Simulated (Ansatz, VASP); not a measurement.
## TaN: VASP beside Ansatz

One calculation is typed for both programs; each brings its own data sets. How far apart do they land? The cell is taken from a series of runs on this material, whose earlier steps may have relaxed, scaled, displaced or heated it; both programs get it as it stands.

Main program and level: Ansatz 0.2.0; plane waves, with VASP 6.6.1 beside it; zone-centre phonons at PBEsol.

## Step 1: The starting structure

It takes space group P-6m2 (No. 187, hexagonal). Conventional cell: a = 2.982 Å, b = 2.982 Å, c = 2.851 Å, α = 90.00°, β = 90.00°, γ = 120.00°. N has 6 Ta at 2.24 Å nearest. Nearest to Ta lie 6 N at 2.24 Å. Farther neighbours and most contacts between anions are not listed.

Structure file:

```
N Ta
1.0
     2.98231    0.00000    0.00000
    -1.49115    2.58275    0.00000
     0.00000    0.00000    2.85061
N Ta
1 1
Direct
  0.66667 0.33333 0.00000
  0.00000 0.00000 0.50000
```

## Step 2: VASP: zone-centre phonons, PBEsol

Second derivatives magnify differences that forces hide, and they need a tight electronic threshold.

Lines of VASP's logs that name or quote its potential files are left out, and so is its time.

INCAR

```
SYSTEM = TaN
PREC = Accurate
ENCUT = 600
EDIFF = 1E-08
NELM = 120
ISMEAR = 1
SIGMA = 0.2
LREAL = .FALSE.
ALGO = Normal
GGA = PS
NBANDS = 14
LASPH = .TRUE.
LORBIT = 11
LWAVE = .FALSE.
LCHARG = .FALSE.
ISIF = 2
IBRION = 8
GGA_COMPAT = .FALSE.
KPAR = 2
```

POSCAR

```
TaN
1.0
    2.9823079968      0.0000000000      0.0000000000
   -1.4911539984      2.5827544871      0.0000000000
    0.0000000000      0.0000000000      2.8506122830
N Ta
1 1
Direct
    0.6666666667      0.3333333333      0.0000000000
    0.0000000000      1.0000000000      0.5000000000
```

KPOINTS

```
Automatic mesh
0
Gamma
18 18 16
0 0 0
```

The projector-augmented-wave data sets are N and Ta_pv (PBE family, release 64).

Started as:

```bash
mpirun -np 2 vasp_std
```

Numbers of over 12 decimals in the logs are rounded to 6 here.

Log:

```text
[banner, memory and clock lines left out]
running    2 mpi-ranks, on    1 nodes
 distrk:  each k-point on    1 cores,    2 groups
 distr:  one band on    1 cores,    1 groups

 POSCAR found type information on POSCAR N Ta
 POSCAR found :  2 types and       2 ions
|                                                                             |
|               ----> ADVICE to this user running VASP <----                  |
|                                                                             |
|     You enforced a specific xc type in the INCAR file but a different       |
|     [... a line on the potential file left out ...]
|     I HOPE YOU KNOW WHAT YOU ARE DOING!                                     |
|                                                                             |

 LDA part: xc-table for (Slater+PW92), standard interpolation
 POSCAR, INCAR and KPOINTS ok, starting setup
 FFT: planning ... GRIDC
 FFT: planning ... GRID_SOFT
 FFT: planning ... GRID
 WAVECAR not read
 entering main loop
       N       E                     dE             d eps       ncg     rms          rms(c)
DAV:   1     0.102973526690E+03    0.10297E+03   -0.98216E+03  9348   0.133E+03
DAV:   2    -0.224012262813E+02   -0.12537E+03   -0.11848E+03 11316   0.344E+02
DAV:   3    -0.260991439327E+02   -0.36979E+01   -0.36697E+01 10896   0.583E+01
DAV:   4    -0.261196865521E+02   -0.20543E-01   -0.20540E-01 10950   0.453E+00
DAV:   5    -0.261198105076E+02   -0.12396E-03   -0.12396E-03 10986   0.341E-01    0.230E+01
DAV:   6    -0.239033341861E+02    0.22165E+01   -0.40239E+00 11170   0.246E+01    0.968E+00
DAV:   7    -0.238072477623E+02    0.96086E-01   -0.38231E-01 11280   0.629E+00    0.676E+00
DAV:   8    -0.237750098022E+02    0.32238E-01   -0.14665E-01 12252   0.365E+00    0.148E+00
DAV:   9    -0.237694408288E+02    0.55690E-02   -0.12578E-02 10866   0.102E+00    0.214E-01
DAV:  10    -0.237693528110E+02    0.88018E-04   -0.54712E-04 12480   0.286E-01    0.151E-01
DAV:  11    -0.237693049694E+02    0.47842E-04   -0.70394E-05 11016   0.855E-02    0.205E-02
DAV:  12    -0.237693047565E+02    0.21288E-06   -0.58934E-06 11832   0.207E-02    0.220E-03
DAV:  13    -0.237693047633E+02   -0.68180E-08   -0.29033E-08 10812   0.159E-03
   1 F= -.23769305E+02 E0= -.23769469E+02  d E =0.493479E-03
 Linear response reoptimize wavefunctions to high precision
DAV:   1    -0.237693047056E+02    0.57758E-07   -0.29638E-08 12288   0.164E-03
DAV:   2    -0.237693047056E+02   -0.32060E-10   -0.19556E-10  6906   0.141E-04
 Linear response DOF=           4
 Linear response progress:
  Degree of freedom:   1/  4
       N       E                     dE             d eps       ncg     rms          rms(c)
RMM:   1    -0.232524628645E+00   -0.23252E+00    0.11364E-01 95401   0.285E+00
RMM:   2    -0.226154061928E+00    0.63706E-02   -0.30989E-03 69704   0.467E-01    0.171E-01
RMM:   3    -0.226946840600E+00   -0.79278E-03   -0.52964E-04 66458   0.150E-01    0.930E-02
RMM:   4    -0.228048822650E+00   -0.11020E-02   -0.27983E-04 68062   0.110E-01    0.243E-02
RMM:   5    -0.228095072236E+00   -0.46250E-04   -0.11928E-05 76037   0.266E-02    0.246E-03
RMM:   6    -0.228090652464E+00    0.44198E-05   -0.13822E-06 77155   0.523E-03    0.164E-03
RMM:   7    -0.228085454985E+00    0.51975E-05   -0.21432E-07 82353   0.173E-03    0.135E-03
RMM:   8    -0.228087637258E+00   -0.21823E-05   -0.58262E-08 80273   0.666E-04    0.210E-04
RMM:   9    -0.228084553739E+00    0.30835E-05   -0.56622E-09 71999   0.347E-04    0.261E-05
RMM:  10    -0.228084333328E+00    0.22041E-06    0.11427E-08 84945   0.108E-04    0.265E-05
RMM:  11    -0.228084270531E+00    0.62797E-07    0.36096E-09 85380   0.338E-05    0.131E-05
RMM:  12    -0.228084297956E+00   -0.27425E-07    0.70943E-11 81275   0.127E-05    0.407E-06
RMM:  13    -0.228084290671E+00    0.72846E-08    0.23361E-09 74548   0.645E-06    0.193E-06
 first order change of Fermi-energy   0.28901E-04
 force on displaced ion       1 direction 1 : -12.466   0.001   0.000
 Linear response progress:
  Degree of freedom:   2/  4
       N       E                     dE             d eps       ncg     rms          rms(c)
RMM:   1    -0.235690922476E+00   -0.23569E+00    0.13998E-01 32574   0.291E+00
RMM:   2    -0.229621752187E+00    0.60692E-02   -0.36814E-03 25091   0.494E-01    0.140E-01
RMM:   3    -0.230436164341E+00   -0.81441E-03   -0.77964E-04 23802   0.168E-01    0.729E-02
RMM:   4    -0.231625636123E+00   -0.11895E-02   -0.36144E-04 24416   0.116E-01    0.217E-02
RMM:   5    -0.231737660872E+00   -0.11202E-03   -0.18394E-05 26070   0.339E-02    0.301E-03
RMM:   6    -0.231728458751E+00    0.92021E-05   -0.14504E-06 26313   0.746E-03    0.115E-03
RMM:   7    -0.231721665746E+00    0.67930E-05   -0.20628E-07 26673   0.240E-03    0.396E-04
RMM:   8    -0.231723263494E+00   -0.15977E-05   -0.31429E-08 28519   0.811E-04    0.175E-04
RMM:   9    -0.231723095035E+00    0.16846E-06   -0.52479E-09 28778   0.285E-04    0.354E-05
RMM:  10    -0.231722770359E+00    0.32468E-06   -0.17486E-09 29295   0.948E-05    0.143E-05
RMM:  11    -0.231722793168E+00   -0.22809E-07   -0.69458E-10 29947   0.348E-05    0.272E-06
RMM:  12    -0.231722809328E+00   -0.16160E-07    0.19799E-10 28073   0.124E-05    0.117E-06
RMM:  13    -0.231722813318E+00   -0.39902E-08   -0.60543E-10 21750   0.535E-06    0.319E-07
 first order change of Fermi-energy  -0.16449E-03
 force on displaced ion       1 direction 3 :   0.000   0.000 -13.496
 Linear response progress:
  Degree of freedom:   3/  4
       N       E                     dE             d eps       ncg     rms          rms(c)
RMM:   1    -0.136203233526E+00   -0.13620E+00    0.11607E+01 42119   0.253E+01
RMM:   2    -0.164998153355E+00   -0.28795E-01   -0.27506E-02 64458   0.153E+00    0.179E-01
RMM:   3    -0.163647328376E+00    0.13508E-02   -0.25812E-03 73700   0.323E-01    0.990E-02
RMM:   4    -0.162724383099E+00    0.92295E-03   -0.39851E-04 81817   0.123E-01    0.361E-02
RMM:   5    -0.162416791224E+00    0.30759E-03   -0.59596E-05 84945   0.330E-02    0.575E-03
RMM:   6    -0.162423228647E+00   -0.64374E-05   -0.22642E-06 81822   0.109E-02    0.214E-03
RMM:   7    -0.162425916688E+00   -0.26880E-05    0.89151E-07 89262   0.364E-03    0.527E-04
RMM:   8    -0.162427909509E+00   -0.19928E-05   -0.94917E-07 88021   0.136E-03    0.194E-04
RMM:   9    -0.162429240206E+00   -0.13307E-05   -0.17729E-07 82972   0.635E-04    0.438E-05
RMM:  10    -0.162429542527E+00   -0.30232E-06   -0.13901E-07 88152   0.299E-04    0.203E-05
RMM:  11    -0.162429685159E+00   -0.14263E-06   -0.13234E-07 93012   0.145E-04    0.927E-06
RMM:  12    -0.162429699495E+00   -0.14336E-07   -0.61260E-08 91900   0.776E-05    0.856E-06
RMM:  13    -0.162429728413E+00   -0.28918E-07   -0.47092E-08 82875   0.475E-05    0.668E-06
RMM:  14    -0.162429793857E+00   -0.65444E-07   -0.26863E-08 78134   0.346E-05    0.727E-06
RMM:  15    -0.162429745114E+00    0.48743E-07   -0.17292E-08 74953   0.229E-05    0.518E-06
RMM:  16    -0.162429765078E+00   -0.19964E-07   -0.16017E-08 69751   0.135E-05    0.139E-06
RMM:  17    -0.162429769246E+00   -0.41686E-08   -0.33798E-09 60248   0.910E-06    0.652E-07
 first order change of Fermi-energy  -0.59129E-04
 force on displaced ion       2 direction 1 : -12.461   0.001   0.000
 Linear response progress:
  Degree of freedom:   4/  4
       N       E                     dE             d eps       ncg     rms          rms(c)
RMM:   1    -0.148510584302E+00   -0.14851E+00    0.10347E+01 14995   0.247E+01
RMM:   2    -0.177063263656E+00   -0.28553E-01   -0.27661E-02 22197   0.151E+00    0.136E-01
RMM:   3    -0.176319140439E+00    0.74412E-03   -0.22184E-03 26221   0.303E-01    0.736E-02
RMM:   4    -0.175740497919E+00    0.57864E-03   -0.19914E-04 27593   0.995E-02    0.230E-02
RMM:   5    -0.175586738379E+00    0.15376E-03   -0.27830E-05 29110   0.299E-02    0.646E-03
RMM:   6    -0.175565202450E+00    0.21536E-04   -0.62649E-06 27497   0.108E-02    0.100E-03
RMM:   7    -0.175566575732E+00   -0.13733E-05   -0.27890E-06 29946   0.331E-03    0.418E-04
RMM:   8    -0.175568620649E+00   -0.20449E-05   -0.13235E-06 31103   0.132E-03    0.158E-04
RMM:   9    -0.175569510479E+00   -0.88983E-06   -0.83782E-07 28757   0.611E-04    0.523E-05
RMM:  10    -0.175569899154E+00   -0.38867E-06   -0.56975E-07 29157   0.336E-04    0.184E-05
RMM:  11    -0.175570482351E+00   -0.58320E-06   -0.34186E-07 29347   0.190E-04    0.266E-05
RMM:  12    -0.175570136198E+00    0.34615E-06   -0.20354E-07 26579   0.117E-04    0.586E-06
RMM:  13    -0.175570149184E+00   -0.12986E-07   -0.13667E-07 30184   0.596E-05    0.665E-06
RMM:  14    -0.175570132848E+00    0.16336E-07   -0.75346E-08 29991   0.372E-05    0.900E-06
RMM:  15    -0.175570177754E+00   -0.44906E-07   -0.54222E-08 26809   0.264E-05    0.670E-06
RMM:  16    -0.175570284837E+00   -0.10708E-06   -0.29338E-08 30527   0.274E-05    0.172E-06
RMM:  17    -0.175570345527E+00   -0.60690E-07   -0.21116E-08 28013   0.178E-05    0.398E-06
RMM:  18    -0.175570374128E+00   -0.28601E-07   -0.11443E-08 28663   0.111E-05    0.515E-06
RMM:  19    -0.175570363890E+00    0.10238E-07   -0.83160E-09 22421   0.721E-06    0.410E-06
RMM:  20    -0.175570346137E+00    0.17753E-07   -0.61224E-09 24807   0.711E-06    0.279E-06
RMM:  21    -0.175570320947E+00    0.25190E-07   -0.37412E-09 28405   0.714E-06    0.108E-06
RMM:  22    -0.175570309473E+00    0.11474E-07   -0.29373E-09 24471   0.512E-06    0.336E-07
RMM:  23    -0.175570304457E+00    0.50154E-08   -0.22548E-09 18100   0.424E-06    0.572E-08
 first order change of Fermi-energy  -0.73500E-03
 force on displaced ion       2 direction 3 :  -0.000  -0.000 -13.498
 Linear response finished
```

Parts of OUTCAR (step 2):

```text
ion  position               nearest neighbor table
   1  0.667  0.333  0.000-   2 2.24   2 2.24   2 2.24   2 2.24   2 2.24   2 2.24
   2  0.000  0.000  0.500-   1 2.24   1 2.24   1 2.24   1 2.24   1 2.24   1 2.24

  LATTYP: Found a hexagonal cell.
 ALAT       =     2.9823079968
 C/A-ratio  =     0.9558410084

 Subroutine GETGRP returns: Found 12 space group operations
 (whereof 12 operations were pure point group operations)

The static configuration has the point symmetry D_3h.

 Found    333 irreducible k-points:

   k-points           NKPTS =    333   k-points in BZ     NKDIM =    333   number of bands    NBANDS=     14

   dimension x,y,z NGX =    24 NGY =   24 NGZ =   24
   dimension x,y,z NGXF=    48 NGYF=   48 NGZF=   48

   ENCUT  =  600.0 eV  44.10 Ry    6.64 a.u.   5.96  5.96  5.69*2*pi/ulx,y,z

   NELECT =      16.0000    total number of electrons

 k-points in reciprocal lattice and weights: Automatic mesh
   0.00000000  0.00000000  0.00000000       0.000
   0.05555556  0.00000000  0.00000000       0.001
   0.11111111  0.00000000  0.00000000       0.001
   0.16666667  0.00000000  0.00000000       0.001
   0.22222222  0.00000000  0.00000000       0.001
   0.27777778  0.00000000  0.00000000       0.001
   0.33333333  0.00000000  0.00000000       0.001
   0.38888889 -0.00000000  0.00000000       0.001
   0.44444444  0.00000000  0.00000000       0.001
[...]
0.33333333  0.27777778  0.50000000       0.002
   0.33333333  0.33333333  0.50000000       0.000

 average (electrostatic) potential at core
       1 -61.9497       2 -35.0693

  Total       -2.0220939     -2.0220939      0.1095555      0.0000000     -0.0000000      0.0000000
  in kB     -147.5496343   -147.5496343      7.9941229      0.0000000     -0.0000000      0.0000000
  external PRESSURE =     -95.7017153 kB  Pullay stress =       0.0000000 kB

  energy-cutoff  :      600.00
  volume of cell :       21.96
      direct lattice vectors                 reciprocal lattice vectors
     2.982307997  0.000000000  0.000000000     0.335310773  0.193591765  0.000000000
    -1.491153998  2.582754487  0.000000000     0.000000000  0.387183530  0.000000000
     0.000000000  0.000000000  2.850612283     0.000000000  0.000000000  0.350801828

 POSITION                                       TOTAL-FORCE (eV/Angst)
 -----------------------------------------------------------------------------------
      1.49115      0.86092      0.00000         0.000000     -0.000000      0.000000
      0.00000      0.00000      1.42531        -0.000000      0.000000      0.000000
 -----------------------------------------------------------------------------------
    total drift:                               -0.000000      0.000000      0.000000

 Eigenvectors and eigenvalues of the dynamical matrix
 ----------------------------------------------------

   1 f  =   15.931710 THz   100.101886 2PiTHz  531.424641 cm-1    65.888228 meV
             X         Y         Z           dx          dy          dz
      1.491154  0.860918  0.000000     0.000000   -0.000000   -0.963417
      0.000000  0.000000  1.425306     0.000000    0.000000    0.268007

   2 f  =   15.311597 THz    96.205602 2PiTHz  510.739902 cm-1    63.323649 meV
             X         Y         Z           dx          dy          dz
      1.491154  0.860918  0.000000     0.963436   -0.000000    0.000000
      0.000000  0.000000  1.425306    -0.267938    0.000000    0.000000

   3 f  =   15.311597 THz    96.205602 2PiTHz  510.739902 cm-1    63.323649 meV
             X         Y         Z           dx          dy          dz
      1.491154  0.860918  0.000000     0.000000    0.963436   -0.000000
      0.000000  0.000000  1.425306    -0.000000   -0.267938    0.000000

   4 f/i=    0.000270 THz     0.001699 2PiTHz    0.009022 cm-1     0.001119 meV
             X         Y         Z           dx          dy          dz
      1.491154  0.860918  0.000000     0.000000   -0.000000    0.268007
      0.000000  0.000000  1.425306     0.000000   -0.000000    0.963417

   5 f/i=    0.000827 THz     0.005196 2PiTHz    0.027586 cm-1     0.003420 meV
             X         Y         Z           dx          dy          dz
      1.491154  0.860918  0.000000    -0.267938   -0.000000    0.000000
      0.000000  0.000000  1.425306    -0.963436    0.000000    0.000000

   6 f/i=    0.000827 THz     0.005196 2PiTHz    0.027586 cm-1     0.003420 meV
             X         Y         Z           dx          dy          dz
      1.491154  0.860918  0.000000     0.000000   -0.267938   -0.000000
      0.000000  0.000000  1.425306     0.000000   -0.963436   -0.000000

 ELASTIC MODULI CONTR FROM IONIC RELAXATION (kBar)
 Direction    XX          YY          ZZ          XY          YZ          ZX
 --------------------------------------------------------------------------------
 XX          -4.0295      4.0295      0.0000      0.0000      0.0000      0.0000
 YY           4.0295     -4.0295      0.0000      0.0000      0.0000      0.0000
 ZZ           0.0000      0.0000      0.0000      0.0000      0.0000      0.0000
 XY           0.0000      0.0000      0.0000     -4.0295      0.0000      0.0000
 YZ           0.0000      0.0000      0.0000      0.0000      0.0000      0.0000
 ZX           0.0000      0.0000      0.0000      0.0000      0.0000     -0.0000
 --------------------------------------------------------------------------------
```

[end of part 1 of 2]

[Lines on the potential files, build, host, timing and source positions are cut from VASP's logs without a mark.]

[Logs are printed without paths, hosts, clocks, repeated set-up lines and the standing remarks that a program may print on its own settings, such as how far it seeks lower states.]

[Hosts, paths, dates, database ids (printed as entryN), source tags and the programs' standing remarks are cut or masked in the printed files.]
